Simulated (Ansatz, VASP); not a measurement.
**BeN: VASP beside Ansatz**

```
Be N
1.0
     1.44927    0.83674    3.91047
    -1.44927    0.83674    3.91047
     0.00000   -1.67348    3.91047
Be N
2 2
Cartesian
  0.0000 0.0000 8.6917
  0.0000 0.0000 3.0397
  0.0000 0.0000 6.6751
  0.0000 0.0000 5.0564
```

Change from the starting cell: species swapped into the YCl type (R-3m, No. 166).

Alike in both runs: task relaxation of cell and atoms; functional PBE; k mesh 15 × 15 × 15; occupations gaussian, width 0.01 eV; no spin polarisation.

|  | VASP | Ansatz |
| --- | --- | --- |
| version | VASP 6.6.1 | Ansatz 0.2.0 |
| potentials or method | VASP PAW PBE potentials, release 64 (Be, N) | scalar-relativistic, plane waves, PAW |
| plane-wave cutoff (eV) | 600 | 420 |
| valence electrons in the cell | 14 | 14 |

|  | VASP | Ansatz | Ansatz less VASP |
| --- | --- | --- | --- |
| gap on the k mesh at the Fermi level, each at its own relaxed structure (eV) | none | none | - |
| relaxed volume (Å³/atom) | 7.12 | 7.12 | -0.003 |
| relaxed cell length with the largest relative difference (Å) | 4.255 | 4.255 | -0.0002 |

A gap of «none» marks a metal or a gap that the smearing closes.
